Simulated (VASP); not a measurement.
OSZICAR of a VASP run on Al3Sc (L1_2):

**OSZICAR**
```
       N       E                     dE             d eps       ncg     rms          rms(c)
DAV:   1     0.990071480577E+02    0.99007E+02   -0.71878E+03   988   0.106E+03
DAV:   2    -0.157610904934E+02   -0.11477E+03   -0.11288E+03  1094   0.346E+02
DAV:   3    -0.221835658591E+02   -0.64225E+01   -0.62189E+01  1590   0.653E+01
DAV:   4    -0.222707766341E+02   -0.87211E-01   -0.87125E-01  1352   0.746E+00
DAV:   5    -0.222729324670E+02   -0.21558E-02   -0.21014E-02  1400   0.106E+00    0.964E+00
DAV:   6    -0.213763956206E+02    0.89654E+00   -0.45844E+00  1648   0.269E+01    0.348E+00
DAV:   7    -0.213176895752E+02    0.58706E-01   -0.10033E-01  1432   0.309E+00    0.203E+00
DAV:   8    -0.212906127546E+02    0.27077E-01   -0.42460E-02  1592   0.186E+00    0.241E-01
DAV:   9    -0.212902697400E+02    0.34301E-03   -0.43210E-03  1340   0.888E-01    0.163E-01
DAV:  10    -0.212900709825E+02    0.19876E-03   -0.44877E-04  1614   0.290E-01    0.663E-02
DAV:  11    -0.212900883995E+02   -0.17417E-04   -0.20087E-05  1274   0.388E-02    0.411E-02
DAV:  12    -0.212900630084E+02    0.25391E-04   -0.38578E-05  1644   0.804E-02    0.329E-03
DAV:  13    -0.212900669097E+02   -0.39013E-05   -0.85530E-07  1400   0.112E-02    0.838E-04
DAV:  14    -0.212900663573E+02    0.55233E-06   -0.26059E-08   784   0.184E-03    0.367E-04
DAV:  15    -0.212900663989E+02   -0.41537E-07   -0.40485E-09   670   0.911E-04
   1 F= -.21290066E+02 E0= -.21290066E+02  d E =0.000000E+00
```

Task: Which electronic solver shows in the log?

Result: It is blocked Davidson (ALGO = Normal, or the opening steps of other solvers). The INCAR had ALGO = Normal.

Task: Can the final energy be trusted as converged?

Result: The run converged. It stopped with EDIFF = 1E-7, NELM = 100 (LDA (Ceperley-Alder, Perdew-Zunger), plane waves, VASP's LDA PAW potentials (set 64)).

The compound is Al3Sc in the L1_2 structure. It was relaxed first.
